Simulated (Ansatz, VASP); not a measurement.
# One calculation of Ga2GeO3, two programs

```
CELL_PARAMETERS angstrom
3.07461 0.00000 0.00000
0.00000 3.07461 0.00000
0.00000 0.00000 7.70366
ATOMIC_POSITIONS crystal
Ga 0.00000 0.50000 0.65746
Ga 0.50000 0.00000 0.34254
Ge 0.00000 0.00000 0.00000
O 0.50000 0.50000 0.00000
O 0.00000 0.50000 0.39297
O 0.50000 0.00000 0.60703
```

Change from the starting cell: species swapped into the Zr2CuSb3 type (P-4m2, No. 115).

Alike in both runs: functional PBE; k mesh 6 × 6 × 4; occupations gaussian, width 0.1 eV; no spin polarisation.

Ansatz relaxed the structure, and its values are those at the end. VASP's run is a single point on that final structure, the one shown.

|  | VASP | Ansatz |
| --- | --- | --- |
| version | VASP 6.6.1 | Ansatz 0.2.0 |
| potentials or method | VASP PAW PBE potentials, release 64 (Ga_d, Ge_d, O) | scalar-relativistic, plane waves, PAW |
| plane-wave cutoff (eV) | 520 | 420 |
| valence electrons in the cell | 58 | 58 |

```csv
,VASP,Ansatz,Ansatz less VASP
gap on the k mesh at the Fermi level (eV),none,none,-
pressure (GPa),0.4,0.0,-0.43
rms of the force components (eV/Å),0.027,0.004,-0.0233
```

A gap of «none» marks a metal or a gap that the smearing closes. With one functional, cell and mesh, what is left measures potentials, basis and numerics.
